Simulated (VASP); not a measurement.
Data:

```
CELL_PARAMETERS angstrom
      0.00000     2.72853     2.72853
      2.72853     0.00000     2.72853
      2.72853     2.72853     0.00000
ATOMIC_POSITIONS crystal
  Ca 0.00000 0.00000 0.00000
```

The numbers are results of PBEsol GGA, VASP's PBE PAW potentials (set 64) (plane waves; VASP 6.6.1), not measurements. Run with 480 eV cut-off, 10×10×10 Γ-centred mesh, first-order Methfessel-Paxton smearing of 0.10 eV, potentials Ca_sv.

Energy and stress use the plane-wave basis of the starting cell.

Question: The ions, cell shape and volume at an external pressure of 2.0 GPa are relaxed. What does this cell relax into?

Answer: 
```
CELL_PARAMETERS angstrom
      0.00000     2.64332     2.64332
      2.64332     0.00000     2.64332
      2.64332     2.64332     0.00000
ATOMIC_POSITIONS crystal
  Ca 0.00000 0.00000 0.00000
```
Space group Fm-3m (225), at a tolerance of 0.03 Å.

Question: How do energy and volume change from the first to the last step?

Answer: The energy (σ→0) changes by +21.8 meV/atom and the volume by -9.1 %, in 3 ionic steps.

The compound is Ca in the fcc structure. This run relaxes it under an external pressure of 2 GPa. Symmetry was kept, so distortions that lower it aren't found.
